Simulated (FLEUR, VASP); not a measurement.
VASP input:

### KPOINTS
```
Automatic mesh
0
Gamma
9 9 9
0 0 0
```

### INCAR
```
# general
SYSTEM        = CeO2
PREC          = Accurate
ENCUT         = 400
LREAL         = .FALSE.
LASPH         = .TRUE.

# electronic loop
EDIFF         = 1E-6
NELM          = 100
ALGO          = Normal
LMAXMIX       = 6

# smearing
ISMEAR        = -1
SIGMA         = 0.05

# functional
GGA           = PE
GGA_COMPAT    = .FALSE.

# spin
MAGMOM        = 0.0 0.0 0.0 0.0 0.0 0.0 0.0 0.0 0.0
LSORBIT       = .TRUE.
LNONCOLLINEAR = .TRUE.

# ions
ISIF          = 2

# output
LWAVE         = .FALSE.
LCHARG        = .FALSE.
LORBIT        = 11
```

**POSCAR**
```
CeO2
1
    0.0000000000     2.7128440000     2.7128440000
    2.7128440000     0.0000000000     2.7128440000
    2.7128440000     2.7128440000     0.0000000000
Ce O
1 2
Direct
  0.0000000000   0.0000000000   0.0000000000
  0.2500000000   0.2500000000   0.2500000000
  0.7500000000   0.7500000000   0.7500000000
```

POTCAR, in this order: Ce O (PBE.64 set). Program: vasp_ncl.

Problem. Translate it to FLEUR.

Solution. One input that does it (PBE, all-electron FLAPW (FLEUR), scalar-relativistic valence with spin-orbit coupling in second variation):
```
<?xml version="1.0" encoding="UTF-8" standalone="no"?>
<fleurInput fleurInputVersion="0.39">
   <comment>
      CeO2 FLAPW                                                                                          
   </comment>
   <calculationSetup>
      <cutoffs Kmax="4.5" Gmax="22.5" GmaxXC="22.5" numbands="0"/>
      <scfLoop itmax="100" minDistance="0.00001" maxIterBroyd="25" imix="Anderson" alpha="0.05" precondParam="0.0" spinf="2.0"/>
      <coreElectrons ctail="T" frcor="F" kcrel="0" coretail_lmax="0"/>
      <xcFunctional name="pbe" relativisticCorrections="F"/>
      <magnetism jspins="1"/>
      <soc l_soc="T" theta="0.0" phi="0.0" spav="F"/>
      <expertModes spex="0" secvar="F"/>
      <geometryOptimization l_f="F" forcealpha="1.0" forcemix="BFGS" epsdisp="0.00001" epsforce="0.00001"/>
      <ldaU l_linMix="F" mixParam="0.05" spinf="1.0"/>
   </calculationSetup>
   <cell>
      <bzIntegration valenceElectrons="24.0" mode="hist" fermiSmearingEnergy="0.00183747">
         <kPointListSelection listName="default-1"/>
         <!-- k-points included here -->
         <xi:include xmlns:xi="http://www.w3.org/2001/XInclude" href="kpts.xml"> </xi:include>
      </bzIntegration>
      <!-- symmetry operations included here -->
      <xi:include xmlns:xi="http://www.w3.org/2001/XInclude" href="sym.xml"> </xi:include>
      <bulkLattice scale="1.0">
         <bravaisMatrix>
            <row-1>    0.0000000000000000     5.1265321788967864     5.1265321788967864</row-1>
            <row-2>    5.1265321788967864     0.0000000000000000     5.1265321788967864</row-2>
            <row-3>    5.1265321788967864     5.1265321788967864     0.0000000000000000</row-3>
         </bravaisMatrix>
      </bulkLattice>
   </cell>
   <atomSpecies>
      <species name="Cerium (Ce)" element="Ce" atomicNumber="58">
         <mtSphere radius="2.49" gridPoints="823" logIncrement="0.016"/>
         <atomicCutoffs lmax="10" lnonsphr="8"/>
         <electronConfig flipSpins="F">
            <coreConfig>(1s1/2) (2s1/2) (2p1/2) (2p3/2) (3s1/2) (3p1/2) (3p3/2) (4s1/2) (3d3/2) (3d5/2) (4p1/2) (4p3/2) (4d3/2) (4d5/2)</coreConfig>
            <valenceConfig>(5s1/2) (5p1/2) (5p3/2) (6s1/2) (5d3/2) (5d5/2) (4f5/2) (4f7/2)</valenceConfig>
            <stateOccupation state="(5d3/2)" spinUp="0.2" spinDown="0.2"/>
            <stateOccupation state="(5d5/2)" spinUp="0.3" spinDown="0.3"/>
            <stateOccupation state="(4f5/2)" spinUp="0.2142857142857" spinDown="0.2142857142857"/>
            <stateOccupation state="(4f7/2)" spinUp="0.2857142857143" spinDown="0.2857142857143"/>
         </electronConfig>
         <energyParameters s="6" p="5" d="5" f="4"/>
         <lo type="SCLO" l="0" n="5" eDeriv="0"/>
         <lo type="HELO" l="1" n="6" eDeriv="0"/>
         <lo type="HELO" l="1" n="6" eDeriv="1"/>
         <lo type="SCLO" l="2" n="5" eDeriv="2"/>
         <lo type="SCLO" l="3" n="4" eDeriv="2"/>
      </species>
      <species name="Oxygen (O)" element="O" atomicNumber="8">
         <mtSphere radius="1.62" gridPoints="537" logIncrement="0.02"/>
         <atomicCutoffs lmax="6" lnonsphr="4"/>
         <electronConfig flipSpins="F">
            <coreConfig>(1s1/2)</coreConfig>
            <valenceConfig>(2s1/2) (2p1/2) (2p3/2)</valenceConfig>
            <stateOccupation state="(2p1/2)" spinUp="0.6666666666667" spinDown="0.6666666666667"/>
            <stateOccupation state="(2p3/2)" spinUp="1.3333333333333" spinDown="1.3333333333333"/>
         </electronConfig>
         <energyParameters s="2" p="2" d="3" f="4"/>
         <lo type="SCLO" l="0" n="2" eDeriv="2"/>
         <lo type="SCLO" l="1" n="2" eDeriv="2"/>
         <lo type="SCLO" l="2" n="3" eDeriv="2"/>
      </species>
   </atomSpecies>
   <atomGroups>
      <atomGroup species="Cerium (Ce)">
         <relPos label="                   1">.0000000000 .0000000000 .0000000000</relPos>
         <force calculate="T" relaxXYZ="TTT"/>
      </atomGroup>
      <atomGroup species="Oxygen (O)">
         <relPos label="                   2">1.000/4.000 1.000/4.000 1.000/4.000</relPos>
         <relPos label="                   3">-1.000/4.000 -1.000/4.000 -1.000/4.000</relPos>
         <force calculate="T" relaxXYZ="TTT"/>
      </atomGroup>
   </atomGroups>
   <output dos="F" band="F" slice="F">
      <checks vchk="F" cdinf="F"/>
      <bandDOS minEnergy="-.5*Htr" maxEnergy="0.5*Htr" sigma="0.015" storeEVData="T"/>
      <vacuumDOS vacdos="F" integ="F" star="F" nstars="0" locx1="0.0" locy1="0.0" locx2="0.0" locy2="0.0" nstm="0" tworkf="0.0"/>
      <unfoldingBand unfoldBand="F" supercellX="1" supercellY="1" supercellZ="1"/>
      <plotting iplot="0" polar="F">
         <plot TwoD="T" vec1="  1.0  0.0  0.0" vec2="  0.0  1.0  0.0" vec3="  0.0  0.0  1.0" zero="  0.0  0.0  0.0" file="plot"/>
      </plotting>
      <chargeDensitySlicing numkpt="0" minEigenval="0.0" maxEigenval="0.0" nnne="0" pallst="F"/>
      <specialOutput eonly="F"/>
      <magneticCircularDichroism mcd="F" energyLo="-10.0" energyUp="0.0"/>
   </output>
  <!-- We include the file relax.xml here to enable relaxations (see documentation) -->
  <xi:include xmlns:xi="http://www.w3.org/2001/XInclude" href="relax.xml"> <xi:fallback/> </xi:include>
</fleurInput>

<!--
Command line when calling inpgen (only for documentation purposes):
inpgen -f inp.txt -profile moderate

Initial (original) inpgen input (only for documentation purposes):
CeO2 FLAPW
&input film=f /
-0.0000000000 0.7071067812 0.7071067812
0.7071067812 -0.0000000000 0.7071067812
0.7071067812 0.7071067812 -0.0000000000
7.2500113352
1.0 1.0 1.0

3
58 0.0000000000 0.0000000000 0.0000000000
8 0.2500000000 0.2500000000 0.2500000000
8 0.7500000000 0.7500000000 0.7500000000

&comp jspins=1 /
&kpt div1=9 div2=9 div3=9 /
&soc 0.0 0.0 /
&end /
-->
```
Both are inputs of real runs that ended normally. What can't carry over is the choice of potentials or basis and its cut-off, and each code's defaults.

VASP also gives the stress here, which the FLEUR input doesn't ask for.

The structure is a typed CeO2 crystal (Fm-3m). The cell was not relaxed at this level, and it may have been scaled.
